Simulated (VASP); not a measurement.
# YSiF2 (P-3m1) in VASP: a series of runs, part 2 of 2

VASP 6.6.1. The steps go on from the part before.

## 3. Single point, PBE (species swapped into the Sn2PdAu type (P-3m1, No. 164))

The input, INCAR:

```
SYSTEM = YSiF2
  PREC = Accurate
  ENCUT = 520
  EDIFF = 1E-6
  ISMEAR = 0
  SIGMA = 0.1
  LREAL = .False.
  LASPH = .True.
  NELM = 100
  ALGO = Normal
  ISIF = 2
  LWAVE = .False.
  LCHARG = .True.
  GGA = PE
  LELF = .True.
  LVHAR = .True.
  NBANDS = 22
```

The input, KPOINTS:

```
Automatic mesh
0
Gamma
  6 6 4
  0 0 0
```

The input, POSCAR:

```
YSiF2
1.0
    3.6636967900      0.0000000000      0.0000000000
   -1.8318484000      3.1728544900      0.0000000000
    0.0000000000      0.0000000000      5.0148314600
Y Si F
1 1 2
Direct
    0.0000000000      0.0000000000      0.5000000000
    0.0000000000      0.0000000000      0.0000000000
    0.3333333300      0.6666666700      0.2354696200
    0.6666666700      0.3333333300      0.7645303800
```

Potentials or basis: VASP PAW PBE potentials, release 64 (Y_sv, Si, F).

Command:

```bash
> cat potpaw_PBE.64/Y_sv/POTCAR potpaw_PBE.64/Si/POTCAR potpaw_PBE.64/F/POTCAR > POTCAR
> mpirun -np 1 vasp_std > vasp.out
```

OUTCAR:

```text
SYSTEM = YSiF2
   PREC = Accurate
   ENCUT = 520
   EDIFF = 1E-6
   ISMEAR = 0
   LREAL = .False.
   LASPH = .True.
   NELM = 100
   ISIF = 2
   GGA = PE

 ion  position               nearest neighbor table
   1  0.000  0.000  0.500-   3 2.50   4 2.50   4 2.50   3 2.50   4 2.50   3 2.50   2 2.51   2 2.51

   2  0.000  0.000  0.000-   3 2.42   4 2.42   4 2.42   3 2.42   4 2.42   3 2.42   1 2.51   1 2.51

   3  0.333  0.667  0.235-   2 2.42   2 2.42   2 2.42   1 2.50   1 2.50   1 2.50
   4  0.667  0.333  0.765-   2 2.42   2 2.42   2 2.42   1 2.50   1 2.50   1 2.50

  LATTYP: Found a hexagonal cell.
 ALAT       =     3.6636967900
 C/A-ratio  =     1.3687899811

  Lattice vectors:

 A1 = (   3.6636967900,   0.0000000000,   0.0000000000)
 A2 = (  -1.8318484000,   3.1728544900,   0.0000000000)
 A3 = (   0.0000000000,   0.0000000000,   5.0148314600)

Analysis of symmetry for initial positions (statically):
=====================================================================
 Subroutine PRICEL returns:
 Original cell was already a primitive cell.

 Routine SETGRP: Setting up the symmetry group for a
 hexagonal supercell.

 Subroutine GETGRP returns: Found 12 space group operations
 (whereof 12 operations were pure point group operations)
 out of a pool of 24 trial point group operations.

The static configuration has the point symmetry D_3d.

Analysis of symmetry for dynamics (positions and initial velocities):
=====================================================================
 Subroutine PRICEL returns:
 Original cell was already a primitive cell.

 Routine SETGRP: Setting up the symmetry group for a
 hexagonal supercell.

 Subroutine GETGRP returns: Found 12 space group operations
 (whereof 12 operations were pure point group operations)
 out of a pool of 24 trial point group operations.

The dynamic configuration has the point symmetry D_3d.

 Subroutine INISYM returns: Found 12 space group operations
 (whereof 12 operations are pure point group operations),
 and found     1 'primitive' translations

----------------------------------------------------------------------------------------

                                     Primitive cell

  volume of cell :      58.2943

  direct lattice vectors                    reciprocal lattice vectors
     3.663696790  0.000000000  0.000000000     0.272948352  0.157586805  0.000000000
    -1.831848400  3.172854490  0.000000000     0.000000000  0.315173609  0.000000000
     0.000000000  0.000000000  5.014831460     0.000000000  0.000000000  0.199408496

  length of vectors
     3.663696790  3.663696791  5.014831460     0.315173609  0.315173609  0.199408496

  position of ions in fractional coordinates (direct lattice)
     0.000000000  0.000000000  0.500000000
     0.000000000  0.000000000  0.000000000
     0.333333330  0.666666670  0.235469620
     0.666666670  0.333333330  0.764530380

  ion indices of the primitive-cell ions
   primitive index   ion index
                 1           1
                 2           2
                 3           3
                 4           4

----------------------------------------------------------------------------------------

 KPOINTS: Automatic mesh

Automatic generation of k-mesh.
 Grid dimensions read from file:
 generate k-points for:    6    6    4

 Generating k-lattice:

  Cartesian coordinates                     Fractional coordinates (reciprocal lattice)
     0.045491392  0.026264467  0.000000000     0.166666667  0.000000000  0.000000000
     0.000000000  0.052528935  0.000000000     0.000000000  0.166666667  0.000000000
     0.000000000  0.000000000  0.049852124     0.000000000  0.000000000  0.250000000

  Length of vectors
     0.052528935  0.052528935  0.049852124

  Shift w.r.t. Gamma in fractional coordinates (k-lattice)
     0.000000000  0.000000000  0.000000000

 Subroutine IBZKPT returns following result:
 ===========================================

 Found     24 irreducible k-points:

 Following reciprocal coordinates:
            Coordinates               Weight
  0.000000  0.000000  0.000000      1.000000
  0.166667  0.000000  0.000000      6.000000
  0.333333  0.000000  0.000000      6.000000
  0.500000  0.000000  0.000000      3.000000
  0.166667  0.166667  0.000000      6.000000
  0.333333  0.166667  0.000000     12.000000
[... 16 lines left out ...]
  0.333333  0.166667  0.500000     12.000000
  0.333333  0.333333  0.500000      2.000000
   k-points           NKPTS =     24   k-points in BZ     NKDIM =     24   number of bands    NBANDS=     22
   number of dos      NEDOS =    301   number of ions     NIONS =      4
   total plane-waves  NPLWV =  31360
   dimension x,y,z NGX =    28 NGY =   28 NGZ =   40
   dimension x,y,z NGXF=    56 NGYF=   56 NGZF=   80
   ions per type =               1   1   2
   NGX,Y,Z   is equivalent  to a cutoff of  12.71, 12.71, 13.26 a.u.
   NGXF,Y,Z  is equivalent  to a cutoff of  25.41, 25.41, 26.52 a.u.
 SYSTEM =  YSiF2
   PREC   = accura    normal or accurate (medium, high low for compatibility)
   ISTART =      0    job   : 0-new  1-cont  2-samecut
   ICHARG =      2    charge: 1-file 2-atom 10-const
   ISPIN  =      1    spin polarized calculation?
   LNONCOLLINEAR =      F non collinear calculations
   LSORBIT =      F    spin-orbit coupling
   LASPH  =      T    aspherical Exc in radial PAW
   ENCUT  =  520.0 eV  38.22 Ry    6.18 a.u.   6.81  6.81  9.32*2*pi/ulx,y,z
   NELM   =    100;   NELMIN=  2; NELMDL= -5     # of ELM steps
   EDIFF  = 0.1E-05   stopping-criterion for ELM
[... 8 lines left out ...]
   TEBEG  =    0.0;   TEEND  =   0.0 temperature during run
   PSTRESS=    0.0 pullay stress
   NELECT =      29.0000    total number of electrons
   NUPDOWN=      -1.0000    fix difference up-down
   EMIN   =  10.00;   EMAX   =-10.00  energy-range for DOS
   EFERMI =   0.00;   METHOD = LEGACY
   ISMEAR =     0;   SIGMA  =   0.10  broadening in eV -4-tet -1-fermi 0-gaus
   EFERMI_NEDOS =   21; number of points for ismear=-14 and -15
   IALGO  =     38    algorithm
   IMIX   =      4    mixing-type and parameters
     AMIX     =   0.40;   BMIX     =  1.00
     AMIX_MAG =   1.60;   BMIX_MAG =  1.00
  volume/ion in A,a.u.               =      14.57        98.35
  Fermi-wavevector in a.u.,A,eV,Ry     =   1.297176  2.451307 22.894046  1.682665
  Thomas-Fermi vector in A             =   2.428585
   LORBIT       =      0    0 simple, 1 ext, 2 COOP (PROOUT), +10 PAW based schemes
   GGA     = PE    functional components
   LHFCALC =     F    Hartree Fock is set to
   AEXX    =    0.0000 exact exchange contribution
   IVDW    =     0    specifies the selected vdW correction
   LEPSILON=     F    determine dielectric tensor
   LRPA    =     F    only Hartree local field effects (RPA)
 non-spin polarized calculation
 Gauss-broadening in eV      SIGMA  =   0.10
  energy-cutoff  :      520.00
  volume of cell :       58.29
 maximum number of plane-waves:      1581
 NGX is ok and might be reduce to    28
   NGX = 13   NGY = 13   NGZ = 19

 number of electron      29.0000008 magnetization

 Free energy of the ion-electron system (eV)
  ---------------------------------------------------
  ext. energy  EPLUGINS =         0.00000000
  ---------------------------------------------------
  free energy    TOTEN  =       -19.50952572 eV

  energy without entropy =      -19.49633659  energy(sigma->0) =      -19.50293116

 E-fermi :   6.2706     XC(G=0): -10.4771

 val. band max:        6.2578265895   @ k =   0.1667   0.0000   0.5000
 cond. band min:       6.2791519670   @ k =   0.1667   0.0000   0.2500
 fundamental gap:      0.0213253775
 Fermi energy:         6.2706395024

 k-point     1 :       0.0000    0.0000    0.0000
  band No.  band energies     occupation
      1     -37.0293      2.00000
      2     -19.9080      2.00000
      3     -19.8157      2.00000
      4     -17.0179      2.00000
      5     -17.0179      2.00000
      6     -16.7048      2.00000
[... 14 lines left out ...]
     21       9.5188      0.00000
     22      11.3461      0.00000
[... 552 lines left out ...]
  band No.  band energies     occupation
      1     -36.9802      2.00000
      2     -19.8706      2.00000
      3     -19.8706      2.00000
      4     -17.1409      2.00000
      5     -17.0243      2.00000
      6     -17.0243      2.00000
[... 14 lines left out ...]
     21      12.1339      0.00000
     22      13.0847      0.00000

------------------------ aborting loop because EDIFF is reached ----------------------------------------

  FORCE on cell =-STRESS in cart. coord.  units (eV):
  Direction    XX          YY          ZZ          XY          YZ          ZX
  --------------------------------------------------------------------------------------
  -------------------------------------------------------------------------------------
  Total        5.6983070      5.6983070     13.0323938     -0.0000000      0.0000000      0.0000000
  in kB      156.6139350    156.6139348    358.1861214     -0.0000002      0.0000000      0.0000000
  external PRESSURE =     223.8046637 kB  Pullay stress =       0.0000000 kB

 VOLUME and BASIS-vectors are now :
 -----------------------------------------------------------------------------
  energy-cutoff  :      520.00
  volume of cell :       58.29
      direct lattice vectors                 reciprocal lattice vectors
     3.663696790  0.000000000  0.000000000     0.272948352  0.157586805  0.000000000
    -1.831848400  3.172854490  0.000000000     0.000000000  0.315173609  0.000000000
     0.000000000  0.000000000  5.014831460     0.000000000  0.000000000  0.199408496

 POSITION                                       TOTAL-FORCE (eV/Angst)
 -----------------------------------------------------------------------------------
      0.00000      0.00000      2.50742        -0.000000      0.000000      0.000000
      0.00000      0.00000      0.00000        -0.000000      0.000000      0.000000
     -0.00000      2.11524      1.18084        -0.000000      0.000000      2.004328
      1.83185      1.05762      3.83399         0.000000     -0.000000     -2.004328
 -----------------------------------------------------------------------------------
    total drift:                               -0.000000      0.000000     -0.000000

  FREE ENERGIE OF THE ION-ELECTRON SYSTEM (eV)
  ---------------------------------------------------
  free  energy   TOTEN  =       -19.5095257230 eV

  energy  without entropy=      -19.4963365900  energy(sigma->0) =      -19.50293116
```

Wall time 16 s (1 thread of Intel Xeon 6975P-C (Granite Rapids), shared host); peak memory 0.2 GiB.

Results:

```yaml
Free_energy: -19.5095 eV
Pressure: 22.4 GPa
Largest_force: 2.004 eV/Å
Band_gap_on_the_k_mesh: none (metal or under the smearing width)
```

Forces on the atoms (eV/Å):
```
Y    0.000  0.000  0.000
Si   0.000  0.000  0.000
F    0.000  0.000  2.004
F    0.000  0.000 -2.004
```

Levels at points of the mesh, in eV from the Fermi level:
| k point | band 12 | band 13 | band 14 | band 15 | band 16 | band 17 |
| --- | --- | --- | --- | --- | --- | --- |
| (0.00, 0.00, 0.00) | -6.99 | -6.22 | -0.20 | 0.09 | 1.48 | 1.48 |
| (0.50, 0.00, 0.00) | -7.51 | -4.82 | -0.18 | -0.18 | 1.97 | 2.32 |
| (0.00, 0.00, 0.50) | -7.45 | -4.63 | -2.97 | 0.32 | 0.46 | 0.46 |
| (0.50, 0.00, 0.50) | -7.17 | -4.03 | -1.97 | -0.60 | 0.59 | 1.79 |

Caveat: so large a pressure means that the cell lies far from this level's equilibrium, or that cutoff or potentials fall short; an odd number of electrons without spin polarisation forces a metal; a magnetic or distorted state may lie lower.
